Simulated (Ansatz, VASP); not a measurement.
# Cross-check of ZnS (Wurtzite-2H) between VASP and Ansatz

One calculation is typed for both programs; each brings its own data sets. How far apart do they land? The cell is taken from a series of runs on this material, whose earlier steps may have relaxed, scaled, displaced or heated it; both programs get it as it stands.

Program: Ansatz 0.2.0. Level of theory: plane waves, with VASP 6.6.1 beside it; zone-centre phonons at LDA. Results are calculated unless marked as measured.

**1. Starting point**

The structure is hexagonal, space group P6_3mc (No. 186). Conventional cell: a = 3.738 Å, b = 3.738 Å, c = 6.142 Å, α = 90.00°, β = 90.00°, γ = 120.00°. Nearest to Zn lie 4 S at 2.29 to 2.30 Å. Nearest to S lie 4 Zn at 2.29 to 2.30 Å. Farther neighbours and most contacts between anions are not listed.

**2. VASP: zone-centre phonons, LDA**

Second derivatives magnify differences that forces hide, and they need a tight electronic threshold.

Lines of VASP's logs that name or quote its potential files are left out, and so is its time.

INCAR reads:

```
SYSTEM = ZnS
PREC = Accurate
ENCUT = 500
EDIFF = 1E-08
NELM = 120
ISMEAR = 0
SIGMA = 0.01
LREAL = .FALSE.
ALGO = Normal
GGA = PW92
NBANDS = 24
LORBIT = 11
LWAVE = .FALSE.
LCHARG = .FALSE.
ISIF = 2
IBRION = 8
LEPSILON = .TRUE.
LASPH = .TRUE.
GGA_COMPAT = .FALSE.
EFERMI = MIDGAP
KPAR = 2
```

POSCAR reads:

```
ZnS
1.0
    3.7382271422      0.0000000000      0.0000000000
   -1.8691135711      3.2373996702      0.0000000000
    0.0000000000      0.0000000000      6.1423783490
Zn S
2 2
Direct
    0.3333333334      0.6666666668      0.0005873813
    0.6666666668      0.3333333334      0.5005873813
    0.3333333334      0.6666666668      0.3744126187
    0.6666666668      0.3333333334      0.8744126187
```

KPOINTS reads:

```
Automatic mesh
0
Gamma
9 9 4
0 0 0
```

Potentials, in the order of the species: Zn and S (LDA family, release 64).

Command:

```bash
mpirun -np 2 vasp_std
```

Numbers of over 12 decimals in the logs are rounded to 6 here.

Output:

```text
[banner, memory and clock lines left out]
running    2 mpi-ranks, on    1 nodes
 distrk:  each k-point on    1 cores,    2 groups
 distr:  one band on    1 cores,    1 groups

 POSCAR found type information on POSCAR ZnS
 POSCAR found :  2 types and       4 ions
|                                                                             |
|               ----> ADVICE to this user running VASP <----                  |
|                                                                             |
|     You enforced a specific xc type in the INCAR file but a different       |
|     [... a line on the potential file left out ...]
|     I HOPE YOU KNOW WHAT YOU ARE DOING!                                     |
|                                                                             |

 LDA part: xc-table for (Slater(with rela. corr.)+PW92), standard interpolation
 POSCAR, INCAR and KPOINTS ok, starting setup
 FFT: planning ... GRIDC
 FFT: planning ... GRID_SOFT
 FFT: planning ... GRID
 WAVECAR not read
 entering main loop
       N       E                     dE             d eps       ncg     rms          rms(c)
DAV:   1     0.234864752750E+03    0.23486E+03   -0.17175E+04  1728   0.181E+03
DAV:   2     0.387945761341E+01   -0.23099E+03   -0.22384E+03  1832   0.365E+02
DAV:   3    -0.168539752817E+02   -0.20733E+02   -0.20623E+02  2144   0.112E+02
DAV:   4    -0.172704115272E+02   -0.41644E+00   -0.41621E+00  2032   0.164E+01
DAV:   5    -0.172782560555E+02   -0.78445E-02   -0.78438E-02  2208   0.213E+00    0.109E+01
DAV:   6    -0.164252254570E+02    0.85303E+00   -0.18998E+00  2544   0.422E+01    0.817E+00
DAV:   7    -0.164217884973E+02    0.34370E-02   -0.16492E+00  1912   0.775E+00    0.328E+00
DAV:   8    -0.163996787265E+02    0.22110E-01   -0.65737E-02  2352   0.240E+00    0.978E-01
DAV:   9    -0.163984302968E+02    0.12484E-02   -0.17261E-02  2408   0.175E+00    0.283E-01
DAV:  10    -0.163984697445E+02   -0.39448E-04   -0.57432E-04  2216   0.313E-01    0.161E-01
DAV:  11    -0.163984909530E+02   -0.21209E-04   -0.75534E-05  2168   0.996E-02    0.850E-02
DAV:  12    -0.163984880687E+02    0.28843E-05   -0.14567E-05  2264   0.520E-02    0.928E-03
DAV:  13    -0.163984882443E+02   -0.17552E-06   -0.57267E-07  2072   0.538E-03    0.303E-03
DAV:  14    -0.163984882834E+02   -0.39174E-07   -0.45997E-08  2112   0.175E-03    0.987E-04
DAV:  15    -0.163984882802E+02    0.32023E-08   -0.12558E-08  1328   0.115E-03
   1 F= -.16398488E+02 E0= -.16398488E+02  d E =0.000000E+00
 Linear response reoptimize wavefunctions to high precision
DAV:   1    -0.163984882809E+02   -0.63210E-09   -0.70146E-09  1704   0.106E-03
DAV:   2    -0.163984882809E+02   -0.34561E-10   -0.43655E-10  1120   0.160E-04
 Linear response G [H, r] |phi>, progress :
  Direction:   1
       N       E                     dE             d eps       ncg     rms
RMM:   1    -0.808825117076E+02   -0.80883E+02    0.48686E+02  3297   0.951E+01
RMM:   2    -0.900897561556E+02   -0.92072E+01   -0.30955E+01  2809   0.359E+01
RMM:   3    -0.905912398127E+02   -0.50148E+00   -0.21967E+00  3078   0.959E+00
RMM:   4    -0.906119863960E+02   -0.20747E-01   -0.11380E-01  3134   0.201E+00
RMM:   5    -0.906128713817E+02   -0.88499E-03   -0.13032E-02  3165   0.520E-01
RMM:   6    -0.906130230718E+02   -0.15169E-03   -0.17528E-03  3195   0.152E-01
RMM:   7    -0.906130560114E+02   -0.32940E-04   -0.34700E-04  3213   0.491E-02
RMM:   8    -0.906130635614E+02   -0.75500E-05   -0.95020E-05  3242   0.174E-02
RMM:   9    -0.906130635772E+02   -0.15834E-07   -0.27194E-05  3199   0.687E-03
RMM:  10    -0.906130628526E+02    0.72461E-06   -0.17492E-05  2611   0.319E-03
RMM:  11    -0.906130627718E+02    0.80791E-07    0.11551E-05  2241   0.164E-03
RMM:  12    -0.906130623713E+02    0.40045E-06   -0.22139E-05  2032   0.112E-03
RMM:  13    -0.906130623915E+02   -0.20176E-07    0.16989E-06  1913   0.868E-04
RMM:  14    -0.906130622242E+02    0.16730E-06   -0.45666E-05  1872   0.788E-04
RMM:  15    -0.906130622946E+02   -0.70382E-07   -0.18666E-05  1838   0.739E-04
RMM:  16    -0.906130622270E+02    0.67646E-07   -0.54841E-05  1785   0.725E-04
RMM:  17    -0.906130622669E+02   -0.39925E-07   -0.14466E-05  1753   0.711E-04
RMM:  18    -0.906130622458E+02    0.21079E-07   -0.49734E-05  1733   0.708E-04
 Linear response G [H, r] |phi>, progress :
  Direction:   2
       N       E                     dE             d eps       ncg     rms
RMM:   1    -0.959555244623E+02   -0.95956E+02    0.29750E+02  3331   0.916E+01
RMM:   2    -0.101740224944E+03   -0.57847E+01   -0.23534E+01  2775   0.342E+01
RMM:   3    -0.102308484712E+03   -0.56826E+00   -0.17739E+00  3082   0.877E+00
RMM:   4    -0.102337785566E+03   -0.29301E-01   -0.88750E-02  3088   0.190E+00
RMM:   5    -0.102339491325E+03   -0.17058E-02   -0.12460E-02  3148   0.540E-01
[...]
RMM:   4    -0.107737884747E+01   -0.12456E-01   -0.74813E-02  8019   0.118E+00    0.254E-01
RMM:   5    -0.108800396219E+01   -0.10625E-01   -0.61273E-03  8147   0.373E-01    0.684E-02
RMM:   6    -0.109001380216E+01   -0.20098E-02   -0.14920E-03  8024   0.186E-01    0.363E-02
RMM:   7    -0.109039389060E+01   -0.38009E-03   -0.12205E-04  8241   0.550E-02    0.542E-03
RMM:   8    -0.109049992788E+01   -0.10604E-03   -0.49187E-06  8397   0.125E-02    0.302E-03
[...]
RMM:   7    -0.111836648990E+01   -0.46588E-03   -0.79273E-05  3084   0.406E-02    0.877E-03
RMM:   8    -0.111850709744E+01   -0.14061E-03   -0.56689E-06  3078   0.131E-02    0.285E-03
RMM:   9    -0.111848538175E+01    0.21716E-04   -0.26569E-06  3119   0.406E-03    0.989E-04
RMM:  10    -0.111847931148E+01    0.60703E-05   -0.15573E-06  3099   0.197E-03    0.428E-04
RMM:  11    -0.111848721675E+01   -0.79053E-05    0.15958E-07  3093   0.833E-04    0.102E-04
RMM:  12    -0.111848718010E+01    0.36645E-07   -0.33052E-08  2510   0.256E-04    0.436E-05
RMM:  13    -0.111848712821E+01    0.51891E-07   -0.49200E-08  1845   0.112E-04    0.104E-05
RMM:  14    -0.111848723469E+01   -0.10648E-06   -0.65342E-08  1390   0.697E-05    0.820E-06
 change of polarisation eV/A/(eV/A) component  3 :    -0.179    -0.154     2.129
 dielectric tensor                  component  3 :    -0.436    -0.375     6.182
 Linear response DOF=           4
 Linear response progress:
  Degree of freedom:   1/  4
       N       E                     dE             d eps       ncg     rms          rms(c)
RMM:   1    -0.213199104070E+00   -0.21320E+00    0.15461E-04 11765   0.191E+00
RMM:   2    -0.210753216097E+00    0.24459E-02   -0.38826E-03 12167   0.450E-01    0.131E-01
RMM:   3    -0.210576407076E+00    0.17681E-03   -0.13277E-04 14044   0.719E-02    0.767E-02
RMM:   4    -0.210331292552E+00    0.24511E-03   -0.22881E-05 13927   0.256E-02    0.444E-03
RMM:   5    -0.210326648947E+00    0.46436E-05   -0.29225E-06 14405   0.519E-03    0.169E-03
RMM:   6    -0.210329911651E+00   -0.32627E-05   -0.24499E-07 14422   0.207E-03    0.303E-04
RMM:   7    -0.210330301780E+00   -0.39013E-06   -0.55777E-07 14520   0.624E-04    0.185E-04
RMM:   8    -0.210330577797E+00   -0.27602E-06   -0.41571E-07 14367   0.275E-04    0.341E-05
RMM:   9    -0.210330383453E+00    0.19434E-06   -0.16312E-07 14544   0.835E-05    0.197E-05
RMM:  10    -0.210330264696E+00    0.11876E-06   -0.37152E-08 14188   0.410E-05    0.260E-06
RMM:  11    -0.210330256835E+00    0.78613E-08   -0.21473E-08 14104   0.173E-05    0.974E-07
 first order change of Fermi-energy  -0.14897E+00
 force on displaced ion       1 direction 1 :  -6.661   0.001   0.000
 Born effective charge ion    1 direction 1 :   1.846  -0.000   0.000
 Linear response progress:
  Degree of freedom:   2/  4
       N       E                     dE             d eps       ncg     rms          rms(c)
RMM:   1    -0.220021611439E+00   -0.22002E+00    0.11388E-03  3116   0.192E+00
RMM:   2    -0.217042645398E+00    0.29790E-02   -0.39390E-03  3233   0.469E-01    0.155E-01
RMM:   3    -0.216772423891E+00    0.27022E-03   -0.25071E-04  3671   0.888E-02    0.832E-02
RMM:   4    -0.216470347743E+00    0.30208E-03   -0.36522E-05  3620   0.467E-02    0.191E-02
RMM:   5    -0.216424800214E+00    0.45548E-04   -0.88107E-06  3776   0.161E-02    0.690E-03
RMM:   6    -0.216431973159E+00   -0.71729E-05   -0.19879E-06  3497   0.490E-03    0.387E-03
RMM:   7    -0.216438195782E+00   -0.62226E-05    0.53759E-06  3593   0.273E-03    0.724E-04
RMM:   8    -0.216439586041E+00   -0.13903E-05   -0.54144E-07  3682   0.824E-04    0.208E-04
RMM:   9    -0.216439124922E+00    0.46112E-06   -0.31363E-08  3819   0.281E-04    0.480E-05
RMM:  10    -0.216439025314E+00    0.99608E-07    0.12518E-07  3837   0.113E-04    0.239E-05
RMM:  11    -0.216439026642E+00   -0.13280E-08   -0.47346E-08  3830   0.411E-05    0.709E-06
 first order change of Fermi-energy   0.72631E-01
 force on displaced ion       1 direction 3 :   0.000  -0.000  -8.418
 Born effective charge ion    1 direction 3 :   0.000  -0.000   1.955
 Linear response progress:
  Degree of freedom:   3/  4
       N       E                     dE             d eps       ncg     rms          rms(c)
RMM:   1    -0.106946584195E+00   -0.10695E+00    0.46715E-02 19711   0.197E+00
RMM:   2    -0.103724026095E+00    0.32226E-02   -0.69472E-03 12076   0.652E-01    0.174E-01
RMM:   3    -0.104095572305E+00   -0.37155E-03   -0.59874E-04 13624   0.156E-01    0.834E-02
RMM:   4    -0.104438570078E+00   -0.34300E-03   -0.86808E-05 13355   0.525E-02    0.207E-02
RMM:   5    -0.104491312267E+00   -0.52742E-04   -0.10023E-05 14131   0.141E-02    0.980E-03
RMM:   6    -0.104465697225E+00    0.25615E-04   -0.17254E-06 14075   0.485E-03    0.360E-03
RMM:   7    -0.104474074693E+00   -0.83775E-05    0.12832E-07 13571   0.175E-03    0.884E-04
RMM:   8    -0.104473218317E+00    0.85638E-06   -0.10951E-07 14335   0.560E-04    0.634E-05
RMM:   9    -0.104472483094E+00    0.73522E-06   -0.14838E-07 13960   0.183E-04    0.459E-05
RMM:  10    -0.104472464645E+00    0.18449E-07    0.41749E-08 14411   0.685E-05    0.107E-05
RMM:  11    -0.104472572839E+00   -0.10819E-06    0.13837E-08 13423   0.322E-05    0.260E-06
RMM:  12    -0.104472552067E+00    0.20772E-07    0.11942E-08 13556   0.157E-05    0.648E-07
RMM:  13    -0.104472549244E+00    0.28228E-08    0.75573E-09 10526   0.863E-06    0.595E-07
 first order change of Fermi-energy  -0.74471E-01
 force on displaced ion       3 direction 1 :  -7.446   0.000   0.000
 Born effective charge ion    3 direction 1 :  -1.852  -0.000  -0.000
 Linear response progress:
  Degree of freedom:   4/  4
       N       E                     dE             d eps       ncg     rms          rms(c)
RMM:   1    -0.127166918905E+00   -0.12717E+00    0.62165E-02  5291   0.200E+00
RMM:   2    -0.122913172404E+00    0.42537E-02   -0.65905E-03  3132   0.740E-01    0.203E-01
RMM:   3    -0.123226002502E+00   -0.31283E-03   -0.97635E-04  3583   0.189E-01    0.998E-02
RMM:   4    -0.123434642258E+00   -0.20864E-03   -0.10724E-04  3233   0.641E-02    0.326E-02
RMM:   5    -0.123460150830E+00   -0.25509E-04   -0.31010E-05  3548   0.247E-02    0.892E-03
RMM:   6    -0.123446415357E+00    0.13735E-04   -0.24268E-07  3654   0.653E-03    0.478E-03
RMM:   7    -0.123448601604E+00   -0.21862E-05    0.84427E-08  3727   0.171E-03    0.178E-03
RMM:   8    -0.123450593997E+00   -0.19924E-05    0.95518E-07  3308   0.130E-03    0.229E-04
RMM:   9    -0.123450922643E+00   -0.32865E-06   -0.10267E-09  3779   0.344E-04    0.106E-04
RMM:  10    -0.123450880274E+00    0.42369E-07   -0.83666E-08  3793   0.114E-04    0.314E-05
RMM:  11    -0.123450873410E+00    0.68633E-08    0.20111E-09  3421   0.476E-05    0.174E-05
 first order change of Fermi-energy  -0.72696E-01
 force on displaced ion       3 direction 3 :   0.000  -0.000 -10.373
 Born effective charge ion    3 direction 3 :   0.000   0.000  -1.959
 Born effective charges drift removed
 Linear response finished
```

(Part 1 of 3 ends here.)

[Lines on the potential files, build, host, timing and source positions are cut from VASP's logs without a mark.]

[Logs are printed without paths, hosts, clocks, repeated set-up lines and the standing remarks that a program may print on its own settings, such as how far it seeks lower states.]

[Hosts, paths, dates, database ids (printed as entryN), source tags and the programs' standing remarks are cut or masked in the printed files.]
